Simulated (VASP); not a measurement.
Consider the following.

```
NiSi2
1.0
    0.00000     2.66902     2.66902
    2.66902     0.00000     2.66902
    2.66902     2.66902     0.00000
Si Ni
2 1
Direct
  0.25000   0.25000   0.25000
  0.75000   0.75000   0.75000
  0.00000   0.00000   0.00000
```

All values below come from PBE GGA, VASP's PBE PAW potentials (set 64) (plane waves; VASP 6.6.1). Settings: 300 eV cut-off, 9×9×9 Γ-centred mesh, Gaussian smearing of 0.14 eV, potentials Si Ni.

**Question.** Give the energies of bands 2 to 12 at the high-symmetry points, in eV from the Fermi level.

**Answer.** 
```json
[
 {"band": "2", "Γ": "-5.50", "X": "-8.39", "U": "-9.15", "L": "-10.33", "W": "-9.17"},
 {"band": "3", "Γ": "-5.50", "X": "-7.54", "U": "-7.77", "L": "-5.07", "W": "-7.35"},
 {"band": "4", "Γ": "-5.50", "X": "-4.76", "U": "-5.23", "L": "-5.07", "W": "-7.07"},
 {"band": "5", "Γ": "-3.76", "X": "-4.76", "U": "-4.66", "L": "-3.94", "W": "-3.96"},
 {"band": "6", "Γ": "-3.76", "X": "-3.84", "U": "-4.04", "L": "-3.56", "W": "-3.96"},
 {"band": "7", "Γ": "-0.04", "X": "-3.84", "U": "-3.65", "L": "-3.56", "W": "-3.84"},
 {"band": "8", "Γ": "1.71", "X": "-3.67", "U": "-3.12", "L": "-1.59", "W": "-3.40"},
 {"band": "9", "Γ": "1.71", "X": "-3.33", "U": "-2.82", "L": "-1.59", "W": "-2.61"},
 {"band": "10", "Γ": "1.71", "X": "-0.41", "U": "0.19", "L": "1.78", "W": "2.27"},
 {"band": "11", "Γ": "2.19", "X": "1.30", "U": "3.62", "L": "1.78", "W": "2.27"},
 {"band": "12", "Γ": "2.19", "X": "7.70", "U": "4.72", "L": "1.81", "W": "4.60"}
]
```

It has no gap at this level: it comes out as a metal or semimetal.

The structure is a typed NiSi2 crystal. The cell was not relaxed at this level. The run is not spin-polarised, so no magnetic state was tried.
